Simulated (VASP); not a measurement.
**CdS (Greenockite): what moves the LDA gap besides the functional**

Aim: test what besides the functional moves the gap of CdS (Greenockite). The starting structure is a measured crystal structure from the Crystallography Open Database. Cell and atoms stay as given unless a step says otherwise.

Method: Kohn-Sham DFT with plane waves and PAW; LDA, in VASP 6.6.1.

The database entry behind the starting cell differs from later determinations by our own check (about 0.35 % long), so it need not match the best structure at ambient conditions.

## Step 1: The structure

The structure is hexagonal, space group P6_3mc (No. 186). The conventional cell has a = 4.150 Å, b = 4.150 Å, c = 6.737 Å, α = 90.00°, β = 90.00°, γ = 120.00°. Cd has 4 S at 2.53 to 2.54 Å nearest. Nearest to S lie 4 Cd at 2.53 to 2.54 Å. Farther neighbours and most contacts between anions are not listed.

## Step 2: Reference bands

Contents of INCAR:

```
SYSTEM = CdS
PREC = Accurate
ENCUT = 350
EDIFF = 1E-06
NELM = 100
ISMEAR = 0
SIGMA = 0.03
LREAL = .FALSE.
ALGO = Normal
GGA = CA
NBANDS = 32
LORBIT = 11
LWAVE = .FALSE.
LCHARG = .FALSE.
KPAR = 4
```

Contents of POSCAR:

```
CdS
1.0
    4.1500000000      0.0000000000      0.0000000000
   -2.0750000000      3.5940054257      0.0000000000
    0.0000000000      0.0000000000      6.7370000000
Cd S
2 2
Direct
    0.6666666667      0.3333333333      0.5000000000
    0.3333333333      0.6666666667      0.0000000000
    0.6666666667      0.3333333333      0.8750000000
    0.3333333333      0.6666666667      0.3750000000
```

Contents of KPOINTS:

```
Automatic mesh
0
Gamma
6 6 4
0 0 0
```

Contents of KPOINTS_OPT:

```
Line mode
10
Line-mode
Reciprocal
  0.00000000   0.00000000   0.00000000 GAMMA
  0.50000000   0.00000000   0.00000000 M

  0.50000000   0.00000000   0.00000000 M
  0.33333333   0.33333333   0.00000000 K

  0.33333333   0.33333333   0.00000000 K
  0.00000000   0.00000000   0.00000000 GAMMA

  0.00000000   0.00000000   0.00000000 GAMMA
  0.00000000   0.00000000   0.50000000 A

  0.00000000   0.00000000   0.50000000 A
  0.50000000   0.00000000   0.50000000 L

  0.50000000   0.00000000   0.50000000 L
  0.33333333   0.33333333   0.50000000 H

  0.33333333   0.33333333   0.50000000 H
  0.00000000   0.00000000   0.50000000 A

  0.50000000   0.00000000   0.50000000 L
  0.50000000   0.00000000   0.00000000 M

  0.33333333   0.33333333   0.00000000 K
  0.33333333   0.33333333   0.50000000 H
```

Potentials, in the order of the species: Cd and S (LDA family, release 64).

The run is started by

```
$ mpirun -np 4 vasp_std
```

Output:

```text
[banner, memory and clock lines left out]
running    4 mpi-ranks, on    1 nodes
 distrk:  each k-point on    1 cores,    4 groups
 distr:  one band on    1 cores,    1 groups

 POSCAR found type information on POSCAR CdS
 POSCAR found :  2 types and       4 ions
 LDA part: xc-table for (Slater(with rela. corr.)+CA(PZ))
 , standard interpolation
 POSCAR, INCAR and KPOINTS ok, starting setup
 FFT: planning ... GRIDC
 FFT: planning ... GRID_SOFT
 FFT: planning ... GRID
 WAVECAR not read
 entering main loop
       N       E                     dE             d eps       ncg     rms          rms(c)
DAV:   1     0.198540330365E+03    0.19854E+03   -0.13660E+04  1360   0.755E+02
DAV:   2    -0.605239705437E+01   -0.20459E+03   -0.19565E+03  1568   0.240E+02
DAV:   3    -0.157316050161E+02   -0.96792E+01   -0.96314E+01  1632   0.540E+01
DAV:   4    -0.158053563132E+02   -0.73751E-01   -0.73739E-01  1520   0.460E+00
DAV:   5    -0.158064148140E+02   -0.10585E-02   -0.10585E-02  1648   0.521E-01    0.113E+01
DAV:   6    -0.148277925434E+02    0.97862E+00   -0.12867E+00  1872   0.113E+01    0.893E+00
DAV:   7    -0.147835104088E+02    0.44282E-01   -0.47754E-01  1640   0.331E+00    0.357E+00
DAV:   8    -0.147723049427E+02    0.11205E-01   -0.56521E-02  1520   0.194E+00    0.414E-01
DAV:   9    -0.147712021951E+02    0.11027E-02   -0.74157E-03  1592   0.951E-01    0.959E-02
DAV:  10    -0.147711022063E+02    0.99989E-04   -0.52850E-04  1536   0.230E-01    0.776E-02
DAV:  11    -0.147711476173E+02   -0.45411E-04   -0.22541E-04  1584   0.951E-02    0.281E-02
DAV:  12    -0.147711218061E+02    0.25811E-04   -0.71987E-05  1592   0.791E-02    0.141E-02
DAV:  13    -0.147711233405E+02   -0.15344E-05   -0.14109E-05  1568   0.152E-02    0.140E-02
DAV:  14    -0.147711228291E+02    0.51132E-06   -0.73183E-07   816   0.499E-03
   1 F= -.14771123E+02 E0= -.14771123E+02  d E =-.373182E-21
 Start KPOINTS_OPT (optional k-point list driver)
k-point batch [1-21\90]
       N       E                     dE             ncg
DAV:   1     0.509090298589E+03   -0.13646E+05     1368
DAV:   2    -0.365025404982E+04   -0.41593E+04     1552
DAV:   3    -0.383746070500E+04   -0.18721E+03     1624
DAV:   4    -0.383883932928E+04   -0.13786E+01     1504
DAV:   5    -0.383885835741E+04   -0.19028E-01     1688
DAV:   6    -0.383885871007E+04   -0.35266E-03     1528
DAV:   7    -0.383885871801E+04   -0.79376E-05     1704
DAV:   8    -0.383885871818E+04   -0.17125E-06     1096
[...]
k-point batch [85-90\90]
       N       E                     dE             ncg
DAV:   1     0.130640606900E+05   -0.57370E+04      384
DAV:   2     0.119128969007E+05   -0.11512E+04      432
DAV:   3     0.118640004229E+05   -0.48896E+02      464
DAV:   4     0.118636661270E+05   -0.33430E+00      456
DAV:   5     0.118636616338E+05   -0.44932E-02      472
DAV:   6     0.118636615513E+05   -0.82460E-04      440
DAV:   7     0.118636615496E+05   -0.17239E-05      464
DAV:   8     0.118636615496E+05   -0.32747E-07      376
```

The job ended after 35 s (4 MPI ranks of AMD EPYC 7R43, shared host; peak memory 0.63 GiB).

The logs omit lines about the potential files and the build; timing stands in the text.

Parts of OUTCAR (step 2):

```text
ion  position               nearest neighbor table
   1  0.667  0.333  0.500-   3 2.53   4 2.54   4 2.54   4 2.54
   2  0.333  0.667  0.000-   4 2.53   3 2.54   3 2.54   3 2.54
   3  0.667  0.333  0.875-   1 2.53   2 2.54   2 2.54   2 2.54
   4  0.333  0.667  0.375-   2 2.53   1 2.54   1 2.54   1 2.54

  LATTYP: Found a hexagonal cell.
 ALAT       =     4.1500000000
 C/A-ratio  =     1.6233734940

 Subroutine GETGRP returns: Found 12 space group operations
 (whereof  6 operations were pure point group operations)

The static configuration has the point symmetry C_3v.
 The point group associated with its full space group is C_6v.

 Found     21 irreducible k-points:

   k-points           NKPTS =     21   k-points in BZ     NKDIM =     21   number of bands    NBANDS=     32

   dimension x,y,z NGX =    28 NGY =   28 NGZ =   42
   dimension x,y,z NGXF=    56 NGYF=   56 NGZF=   84

   ENCUT  =  350.0 eV  25.72 Ry    5.07 a.u.   6.33  6.33 10.28*2*pi/ulx,y,z

   NELECT =      36.0000    total number of electrons

 k-points in reciprocal lattice and weights: Automatic mesh
   0.00000000  0.00000000  0.00000000       0.007
   0.16666667 -0.00000000  0.00000000       0.042
   0.33333333  0.00000000  0.00000000       0.042
   0.50000000 -0.00000000  0.00000000       0.021
   0.16666667  0.16666667  0.00000000       0.042
   0.33333333  0.16666667  0.00000000       0.083
   0.33333333  0.33333333  0.00000000       0.014
   0.00000000  0.00000000  0.25000000       0.014
   0.16666667 -0.00000000  0.25000000       0.083
[...]
0.33333333  0.16666667  0.50000000       0.083
   0.33333333  0.33333333  0.50000000       0.014

 average (electrostatic) potential at core
       1 -40.1826       2 -40.1826       3 -89.9179       4 -89.9179

 E-fermi :   1.2130

 k-point     1 :       0.0000    0.0000    0.0000
  band No.  band energies     occupation
    ...
     14       0.2446      2.00000
     15       0.2446      2.00000
     16       0.9747      2.00000
     17       1.0210      2.00000
     18       1.0210      2.00000
     19       1.9542      0.00000
     20       3.5774      0.00000
     21       7.3013      0.00000
     22       7.3013      0.00000
     23       7.6415      0.00000
    ...

 k-point     2 :       0.1667   -0.0000    0.0000
  band No.  band energies     occupation
    ...
     14      -0.7486      2.00000
     15      -0.2391      2.00000
     16      -0.0742      2.00000
     17       0.7675      2.00000
     18       0.8345      2.00000
     19       3.1570      0.00000
     20       4.4629      0.00000
     21       6.5661      0.00000
     22       7.6505      0.00000
     23       7.6639      0.00000
    ...

 k-point     3 :       0.3333    0.0000    0.0000
  band No.  band energies     occupation
    ...
     14      -1.9929      2.00000
     15      -1.5584      2.00000
     16      -0.6243      2.00000
     17       0.1738      2.00000
     18       0.4596      2.00000
     19       4.2395      0.00000
     20       4.8062      0.00000
     21       6.1858      0.00000
     22       7.0269      0.00000
     23       7.9115      0.00000
    ...

  Total       -2.0424687     -2.0424687     -1.6725653      0.0000000      0.0000000      0.0000000
  in kB      -32.5666142    -32.5666142    -26.6686045      0.0000000      0.0000000      0.0000000
  external PRESSURE =     -30.6006110 kB  Pullay stress =       0.0000000 kB

  energy-cutoff  :      350.00
  volume of cell :      100.48
      direct lattice vectors                 reciprocal lattice vectors
     4.150000000  0.000000000  0.000000000     0.240963855  0.139120547  0.000000000
    -2.075000000  3.594005426  0.000000000     0.000000000  0.278241094  0.000000000
     0.000000000  0.000000000  6.737000000     0.000000000  0.000000000  0.148434021

 POSITION                                       TOTAL-FORCE (eV/Angst)
 -----------------------------------------------------------------------------------
      2.07500      1.19800      3.36850         0.000000      0.000000     -0.062665
     -0.00000      2.39600      0.00000        -0.000000      0.000000     -0.062665
      2.07500      1.19800      5.89487        -0.000000      0.000000      0.062665
     -0.00000      2.39600      2.52637         0.000000     -0.000000      0.062665
 -----------------------------------------------------------------------------------
    total drift:                               -0.000000      0.000000     -0.000677

  FREE ENERGIE OF THE ION-ELECTRON SYSTEM (eV)
  ---------------------------------------------------
  free  energy   TOTEN  =       -14.7711228291 eV

  energy  without entropy=      -14.7711228291  energy(sigma->0) =      -14.77112283

 total charge
# of ion       s       p       d       tot
------------------------------------------
    1        0.438   0.326   9.536  10.301
    2        0.438   0.326   9.536  10.301
    3        1.324   2.369   0.000   3.692
    4        1.324   2.369   0.000   3.692
--------------------------------------------------
tot          3.524   5.389  19.073  27.986

[... 3 further parts left out ...]
```

Spin-orbit coupling is off here; it would split degenerate levels. At this level the cell is under a tension of 3.1 GPa, so at these settings it is away from equilibrium.

The reference gap is 0.933 eV.

## Step 3: Bands with cell and atoms relaxed by LDA

Against step 2 the input has another starting structure. The cell comes from a relaxation at this level, not shown (95.93 Å³).

INCAR is that of step 2.

Contents of POSCAR:

```
CdS
1.0
    4.0806990663      0.0000000000      0.0000000000
   -2.0403495331      3.5339890566      0.0000000000
    0.0000000000      0.0000000000      6.6521522285
Cd S
2 2
Direct
    0.6666666667      0.3333333333      0.4995502676
    0.3333333333      0.6666666667      0.9995502676
    0.6666666667      0.3333333333      0.8754497324
    0.3333333333      0.6666666667      0.3754497324
```

KPOINTS is that of step 2.

KPOINTS_OPT is that of step 2.

The run is started by

```
$ mpirun -np 4 vasp_std
```

Output:

```text
[... set-up lines as in an earlier step ...]
 entering main loop
       N       E                     dE             d eps       ncg     rms          rms(c)
DAV:   1     0.201605081058E+03    0.20161E+03   -0.13934E+04  1352   0.767E+02
DAV:   2    -0.600168647183E+01   -0.20761E+03   -0.19882E+03  1552   0.241E+02
DAV:   3    -0.157629069518E+02   -0.97612E+01   -0.97143E+01  1640   0.544E+01
DAV:   4    -0.158394510409E+02   -0.76544E-01   -0.76531E-01  1536   0.462E+00
[...]
DAV:  11    -0.148083778912E+02   -0.31614E-04   -0.19656E-04  1576   0.891E-02    0.227E-02
DAV:  12    -0.148083660669E+02    0.11824E-04   -0.56100E-05  1712   0.772E-02    0.160E-02
DAV:  13    -0.148083666703E+02   -0.60332E-06   -0.62808E-06  1552   0.158E-02
   1 F= -.14808367E+02 E0= -.14808367E+02  d E =-.375416E-20
 Start KPOINTS_OPT (optional k-point list driver)
k-point batch [1-21\90]
       N       E                     dE             ncg
DAV:   1     0.798223991183E+03   -0.13703E+05     1368
DAV:   2    -0.345108987249E+04   -0.42493E+04     1568
DAV:   3    -0.363917558274E+04   -0.18809E+03     1624
DAV:   4    -0.364054555877E+04   -0.13700E+01     1512
DAV:   5    -0.364056401396E+04   -0.18455E-01     1712
DAV:   6    -0.364056434215E+04   -0.32819E-03     1448
DAV:   7    -0.364056434914E+04   -0.69832E-05     1720
DAV:   8    -0.364056434929E+04   -0.14844E-06     1056
[...]
k-point batch [85-90\90]
       N       E                     dE             ncg
DAV:   1     0.136005934559E+05   -0.58097E+04      400
DAV:   2     0.124167627849E+05   -0.11838E+04      432
DAV:   3     0.123661468132E+05   -0.50616E+02      456
DAV:   4     0.123657982451E+05   -0.34857E+00      472
DAV:   5     0.123657936481E+05   -0.45969E-02      464
DAV:   6     0.123657935670E+05   -0.81176E-04      472
DAV:   7     0.123657935653E+05   -0.16247E-05      464
DAV:   8     0.123657935653E+05   -0.29802E-07      352
```

Wall time 37 s (4 MPI ranks); peak memory 0.62 GiB.

Parts of OUTCAR (step 3):

```text
  Total       -0.1356929     -0.1356929     -0.1439487     -0.0000000      0.0000000      0.0000000
  in kB       -2.2662393     -2.2662393     -2.4041217     -0.0000000      0.0000000      0.0000000
  external PRESSURE =      -2.3122001 kB  Pullay stress =       0.0000000 kB

 POSITION                                       TOTAL-FORCE (eV/Angst)
 -----------------------------------------------------------------------------------
      2.04035      1.17800      3.32308        -0.000000      0.000000     -0.001540
     -0.00000      2.35599      6.64916         0.000000     -0.000000     -0.001540
      2.04035      1.17800      5.82362        -0.000000     -0.000000      0.001540
     -0.00000      2.35599      2.49755         0.000000     -0.000000      0.001540
 -----------------------------------------------------------------------------------
    total drift:                               -0.000000      0.000000      0.000435

  FREE ENERGIE OF THE ION-ELECTRON SYSTEM (eV)
  ---------------------------------------------------
  free  energy   TOTEN  =       -14.8083666703 eV

  energy  without entropy=      -14.8083666703  energy(sigma->0) =      -14.80836667

[... 1 part as in an earlier step ...]

[... 2 further parts left out ...]
[key lines of the parts left out:]
E-fermi :   1.6216
```

With cell and atoms relaxed by LDA the gap is 1.037 eV, +0.104 eV from the reference.

## Step 4: Bands with no band path

Against step 2 the input has no band path (also changed: NBANDS).

INCAR, as its differences from that of step 3:

```diff
@@ -10,3 +10,3 @@
 GGA = CA
-NBANDS = 32
+NBANDS = 24
 LORBIT = 11
```

Contents of POSCAR:

```
CdS
1.0
    4.1500000000      0.0000000000      0.0000000000
   -2.0750000000      3.5940054257      0.0000000000
    0.0000000000      0.0000000000      6.7370000000
Cd S
2 2
Direct
    0.6666666667      0.3333333333      0.5000000000
    0.3333333333      0.6666666667      0.0000000000
    0.6666666667      0.3333333333      0.8750000000
    0.3333333333      0.6666666667      0.3750000000
```

KPOINTS is that of step 3.

The run is started by

```
$ mpirun -np 4 vasp_std
```

Output:

```text
[... set-up lines as in an earlier step ...]
 entering main loop
       N       E                     dE             d eps       ncg     rms          rms(c)
DAV:   1     0.192273137918E+03    0.19227E+03   -0.14117E+04  1016   0.100E+03
DAV:   2    -0.665662286546E+01   -0.19893E+03   -0.19416E+03  1184   0.295E+02
DAV:   3    -0.157226254661E+02   -0.90660E+01   -0.90371E+01  1216   0.651E+01
DAV:   4    -0.158049377700E+02   -0.82312E-01   -0.82285E-01  1200   0.596E+00
[...]
DAV:  17    -0.147711239815E+02    0.51040E-05   -0.39700E-05  1200   0.291E-02    0.294E-02
DAV:  18    -0.147711229281E+02    0.10534E-05   -0.25311E-06  1040   0.838E-03    0.130E-02
DAV:  19    -0.147711230282E+02   -0.10005E-06   -0.23649E-06  1064   0.689E-03
   1 F= -.14771123E+02 E0= -.14771123E+02  d E =-.504759E-21
```

Wall time 14 s (4 MPI ranks); peak memory 0.53 GiB.

OUTCAR, selected parts (step 4):

```text
  Total       -2.0497449     -2.0497449     -1.6799653      0.0000000      0.0000000      0.0000000
  in kB      -32.6826322    -32.6826322    -26.7865964      0.0000000      0.0000000      0.0000000
  external PRESSURE =     -30.7172870 kB  Pullay stress =       0.0000000 kB

 POSITION                                       TOTAL-FORCE (eV/Angst)
 -----------------------------------------------------------------------------------
      2.07500      1.19800      3.36850        -0.000000      0.000000     -0.062653
     -0.00000      2.39600      0.00000         0.000000     -0.000000     -0.062653
      2.07500      1.19800      5.89487        -0.000000      0.000000      0.062653
     -0.00000      2.39600      2.52637         0.000000     -0.000000      0.062653
 -----------------------------------------------------------------------------------
    total drift:                               -0.000000      0.000000     -0.000635

  FREE ENERGIE OF THE ION-ELECTRON SYSTEM (eV)
  ---------------------------------------------------
  free  energy   TOTEN  =       -14.7711230282 eV

  energy  without entropy=      -14.7711230282  energy(sigma->0) =      -14.77112303

[... 1 part as in an earlier step ...]

[... 2 further parts left out ...]
[key lines of the parts left out:]
E-fermi :   1.2125
```

With no band path the gap is 0.933 eV, +0.000 eV from the reference, read on the mesh alone.

## Step 5: Bands with a cutoff of 500 eV

Against step 2 the input has ENCUT = 500.

INCAR, as its differences from that of step 4:

```diff
@@ -2,3 +2,3 @@
 PREC = Accurate
-ENCUT = 350
+ENCUT = 500
 EDIFF = 1E-06
@@ -10,3 +10,3 @@
 GGA = CA
-NBANDS = 24
+NBANDS = 32
 LORBIT = 11
```

POSCAR is that of step 4.

KPOINTS is that of step 4.

KPOINTS_OPT is that of step 3.

The run is started by

```
$ mpirun -np 4 vasp_std
```

Output:

```text
[... set-up lines as in an earlier step ...]
 entering main loop
       N       E                     dE             d eps       ncg     rms          rms(c)
DAV:   1     0.243359875516E+03    0.24336E+03   -0.16620E+04  1344   0.100E+03
DAV:   2    -0.277477998639E+01   -0.24613E+03   -0.23292E+03  1528   0.273E+02
DAV:   3    -0.156986699606E+02   -0.12924E+02   -0.12846E+02  1640   0.641E+01
DAV:   4    -0.158083329893E+02   -0.10966E+00   -0.10963E+00  1560   0.578E+00
[...]
DAV:  11    -0.147782336031E+02   -0.40130E-04   -0.20850E-04  1592   0.899E-02    0.297E-02
DAV:  12    -0.147782138396E+02    0.19764E-04   -0.56464E-05  1568   0.675E-02    0.141E-02
DAV:  13    -0.147782146766E+02   -0.83707E-06   -0.89353E-06  1536   0.133E-02
   1 F= -.14778215E+02 E0= -.14778215E+02  d E =-.852175E-21
 Start KPOINTS_OPT (optional k-point list driver)
k-point batch [1-21\90]
       N       E                     dE             ncg
DAV:   1     0.162276600418E+04   -0.15715E+05     1344
DAV:   2    -0.358156060844E+04   -0.52043E+04     1512
DAV:   3    -0.384283698934E+04   -0.26128E+03     1672
DAV:   4    -0.384496881701E+04   -0.21318E+01     1544
DAV:   5    -0.384499874484E+04   -0.29928E-01     1704
DAV:   6    -0.384499936593E+04   -0.62109E-03     1544
DAV:   7    -0.384499938133E+04   -0.15402E-04     1720
DAV:   8    -0.384499938170E+04   -0.36927E-06     1104
[...]
k-point batch [85-90\90]
       N       E                     dE             ncg
DAV:   1     0.159711628966E+05   -0.67969E+04      384
DAV:   2     0.145307666578E+05   -0.14404E+04      432
DAV:   3     0.144614344802E+05   -0.69332E+02      496
DAV:   4     0.144609023568E+05   -0.53212E+00      440
DAV:   5     0.144608951941E+05   -0.71627E-02      480
DAV:   6     0.144608950498E+05   -0.14425E-03      464
DAV:   7     0.144608950465E+05   -0.33300E-05      480
DAV:   8     0.144608950464E+05   -0.71013E-07      384
```

The job ended after 52 s (4 MPI ranks; peak memory 0.8 GiB; 3.4 min of CPU time).

[end of part 1 of 2]

[Lines on the potential files, build, host, timing and source positions are cut from VASP's logs without a mark.]

[Logs are printed without paths, hosts, clocks, repeated set-up lines and the standing remarks that a program may print on its own settings, such as how far it seeks lower states.]

[Hosts, paths, dates, database ids (printed as entryN), source tags and the programs' standing remarks are cut or masked in the printed files.]
